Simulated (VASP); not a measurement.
A convergence study with VASP on PbSe (rock salt): one setting is varied, all else stays as given below, so the limit is that of these other settings.

```yaml
crystal:
  lattice:
    - [0.00000, 3.06000, 3.06000]
    - [3.06000, 0.00000, 3.06000]
    - [3.06000, 3.06000, 0.00000]
  atoms:
    - { symbol: Pb, position: [0.00000, 0.00000, 0.00000] }
    - { symbol: Se, position: [0.50000, 0.50000, 0.50000] }
```

Computed with PBE GGA, VASP's PBE PAW potentials (set 64) (plane waves; VASP 6.6.1). The tightest run used: 550 eV cut-off, 16×16×16 Γ-centred mesh, tetrahedra with Blöchl corrections, potentials Pb_d Se.

The reference is 16×16×16 mesh, which took about 90 core-seconds. Times come from single runs on busy shared machines, so they are rough: good to a factor of about 2.

Q: Of the settings 3×3×3 mesh; 4×4×4 mesh; 5×5×5 mesh; 6×6×6 mesh; 7×7×7 mesh; 8×8×8 mesh; 9×9×9 mesh; 10×10×10 mesh; 11×11×11 mesh; 12×12×12 mesh; 13×13×13 mesh; 14×14×14 mesh; 15×15×15 mesh; 16×16×16 mesh, which is the lowest that keeps the difference from the reference in E (eV/atom) within 0.01 from there on, and what does it cost?

A: 4×4×4 mesh; its cost over the reference is about 1/10.
```
setting        difference in E (eV/atom)  cost over the reference
-------------  -------------------------  -----------------------
3×3×3 mesh                        0.0578               about 1/20
4×4×4 mesh                        0.0045               about 1/10
5×5×5 mesh                        0.0063                about 1/9
6×6×6 mesh                        0.0020                about 1/6
7×7×7 mesh                        0.0014                about 1/5
8×8×8 mesh                        0.0005                about 1/4
9×9×9 mesh                        0.0005                about 1/3
10×10×10 mesh                     0.0001                about 1/3
11×11×11 mesh                     0.0002                about 1/2
12×12×12 mesh                     0.0000     within a factor of 2
13×13×13 mesh                     0.0001     within a factor of 2
14×14×14 mesh                     0.0000     within a factor of 2
15×15×15 mesh                     0.0000     within a factor of 2
16×16×16 mesh                     0.0000                reference
```

Left out are rungs that failed or repeat a setting and relaxations that didn't move; long series are thinned to 24 rows.

The compound is PbSe in the rock salt structure. The cell was not relaxed at this level.
